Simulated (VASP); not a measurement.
**SnTe: single point with PBE**

Slab: SnTe, a slab with vacuum.

```
Sn Te
1.0
     4.53281    0.00000    0.00000
     0.00000    4.53281    0.00000
     0.00000    0.00000   27.82072
Sn Te
5 5
Cartesian
  2.2664 2.2664 7.6649
  0.0000 4.5328 10.5840
  2.2664 2.2664 13.9104
  0.0000 0.0000 17.2367
  2.2664 2.2664 20.1558
  0.0000 0.0000 7.5145
  2.2664 2.2664 10.6727
  0.0000 0.0000 13.9104
  2.2664 2.2664 17.1480
  0.0000 0.0000 20.3063
```

```yaml
Program: VASP 6.6.1
Task: single point
Functional: PBE
Potentials_or_basis: VASP PAW PBE potentials, release 64 (Sn_d, Te)
Cutoff: 520 eV
k_mesh: 6 × 6 × 1
Occupations: gaussian, width 0.03 eV
Spin: no spin polarisation
```

* Largest force: 0.012 eV/Å
* Band gap on the k mesh: 0.37 eV, direct
* Ionisation potential of the upper face: 4.21 eV

Forces in eV/Å, atoms in the order of the input:
```
Sn   0.000  0.000  0.009
Sn   0.000  0.000 -0.001
Sn   0.000  0.000  0.000
Sn   0.000  0.000  0.001
Sn   0.000  0.000 -0.009
Te   0.000  0.000  0.011
Te   0.000  0.000  0.012
Te   0.000  0.000  0.000
Te   0.000  0.000 -0.012
Te   0.000  0.000 -0.011
```

Levels at points of the mesh, in eV from the valence-band top:
| k point | band 46 | band 47 | band 48 | band 49 | band 50 | band 51 | band 52 | band 53 | band 54 | band 55 |
| --- | --- | --- | --- | --- | --- | --- | --- | --- | --- | --- |
| (0.00, 0.00, 0.00) | -1.85 | -1.85 | -1.85 | -1.33 | -0.83 | 1.18 | 2.06 | 2.23 | 2.67 | 2.89 |
| (0.50, 0.00, 0.00) | -0.68 | -0.63 | -0.40 | -0.25 | 0.00 | 0.37 | 0.46 | 0.72 | 0.83 | 0.94 |
| (0.50, 0.50, 0.00) | -2.88 | -2.75 | -1.84 | -1.82 | -0.66 | 1.03 | 2.42 | 2.52 | 2.86 | 2.86 |

Core levels (eV, on the scale of the bands):
| atom | levels |
| --- | --- |
| 1 Sn | 1s -29001.4, 2s -4372.9, 2p -3924.5, 3s -839.1, 3p -692.6, 3d -467.4, 4s -128.0, 4p -83.8 |
| 2 Sn | 1s -29001.3, 2s -4372.8, 2p -3924.4, 3s -839.0, 3p -692.6, 3d -467.3, 4s -127.9, 4p -83.7 |
| 3 Sn | 1s -29001.5, 2s -4372.9, 2p -3924.6, 3s -839.1, 3p -692.7, 3d -467.4, 4s -128.0, 4p -83.8 |
| 4 Sn | 1s -29001.3, 2s -4372.8, 2p -3924.4, 3s -839.0, 3p -692.6, 3d -467.3, 4s -127.9, 4p -83.7 |
| 5 Sn | 1s -29001.4, 2s -4372.9, 2p -3924.5, 3s -839.1, 3p -692.6, 3d -467.4, 4s -128.0, 4p -83.8 |
| 6 Te | 1s -31614.1, 2s -4841.7, 2p -4345.1, 3s -957.9, 3p -796.5, 3d -552.8, 4s -157.4, 4p -107.4, 4d -34.7 |

Wall time 2.7 min on 4 MPI ranks on Intel(R) Xeon(R) Platinum 8488C (Sapphire Rapids), with other jobs on the host, peak memory 0.72 GiB a rank.

Caveat: spin-orbit coupling is left out, which moves the levels of the heavy elements.
